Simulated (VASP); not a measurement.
Given:

```xyz
2
Lattice="0.0000 3.2400 3.2400 3.2400 0.0000 3.2400 3.2400 3.2400 0.0000" Properties=species:S:1:pos:R:3 pbc="T T T"
In     0.0000     0.0000     0.0000
Sb     1.6200     1.6200     1.6200
```

Level of theory: PBE GGA, VASP's PBE PAW potentials (set 64) (plane waves; VASP). Numerical set-up: 300 eV cut-off, 6×6×6 Γ-centred mesh, Fermi-Dirac smearing of 0.050 eV, potentials In_d Sb.

At this cut-off the stress carries a Pulay error, which pulls relaxed volumes low.

Task: Give the stress tensor in GPa (positive for a compressed cell).

Result: 
```
2.96  0.00  0.00
0.00  2.96  0.00
0.00  0.00  2.96
```
The pressure is its mean diagonal, 2.96 GPa.

The structure is a typed InSb crystal (F-43m). The cell was not relaxed at this level.
